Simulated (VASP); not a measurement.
PtSe2 (Sudovikovite):

```
Pt Se
1.0
     3.72400    0.00000    0.00000
    -1.86200    3.22508    0.00000
     0.00000    0.00000    5.06200
Pt Se
1 2
Direct
  0.00000 0.00000 0.00000
  0.33333 0.66667 0.25000
  0.66667 0.33333 0.75000
```

```yaml
Program: VASP 6.6.1
Task: relaxation of cell and atoms
Functional: LDA
Potentials_or_basis: VASP PAW LDA potentials, release 64 (Pt, Se)
Cutoff: 600 eV
k_mesh: 9 × 9 × 5
Occupations: gaussian, width 0.03 eV
Spin: no spin polarisation
```

At the start: pressure -0.0 GPa; volume 20.27 Å³/atom.

Q: Where does the relaxation end?

A: Over 22 steps the energy falls by 11.9 meV/atom and the volume is 19.25 Å³/atom (-5.0 %); space group P-3m1 (No. 164, to 0.05 Å).

The path:
| step | energy change (eV) | largest force (eV/Å) | pressure (GPa) | volume (Å³) |
| --- | --- | --- | --- | --- |
| 1 | 0.0000 | 0.2186 | -0.03 | 60.80 |
| 2 | -0.0051 | 0.1275 | -0.86 | 60.77 |
| 3 | -0.0095 | 0.0736 | -2.55 | 60.69 |
| 4 | -0.0105 | 0.0784 | -2.53 | 60.62 |
| 5 | -0.0134 | 0.0925 | -2.51 | 60.41 |
| 6 | -0.0184 | 0.1219 | -2.43 | 59.98 |
| 7 | -0.0259 | 0.1882 | -2.19 | 59.14 |
| 8 | -0.0244 | 0.3720 | -1.35 | 57.44 |
| 9 | -0.0288 | 0.2390 | -1.88 | 58.52 |
| 10 | -0.0324 | 0.1541 | -1.11 | 58.26 |
| 11 | -0.0343 | 0.0247 | 0.13 | 57.88 |
| 12 | -0.0343 | 0.0325 | 0.05 | 57.90 |
| 13 | -0.0345 | 0.0273 | 0.03 | 57.91 |
| 14 | -0.0351 | 0.0107 | -0.03 | 57.92 |
| 15 | -0.0355 | 0.0220 | -0.14 | 57.95 |
| 16 | -0.0355 | 0.0193 | -0.12 | 57.94 |
| 17 | -0.0355 | 0.0269 | 0.01 | 57.88 |
| 18 | -0.0355 | 0.0320 | 0.09 | 57.84 |
| 19 | -0.0356 | 0.0274 | 0.06 | 57.83 |
| 20 | -0.0356 | 0.0126 | 0.01 | 57.79 |
| 21 | -0.0356 | 0.0169 | -0.09 | 57.72 |
| 22 | -0.0357 | 0.0009 | -0.04 | 57.76 |

Final structure:
```
CELL_PARAMETERS angstrom
3.74441 0.00000 0.00000
-1.87220 3.24275 0.00000
0.00000 0.00000 4.75686
ATOMIC_POSITIONS crystal
Pt 0.00000 0.00000 0.00000
Se 0.33333 0.66667 0.26584
Se 0.66667 0.33333 0.73416
```
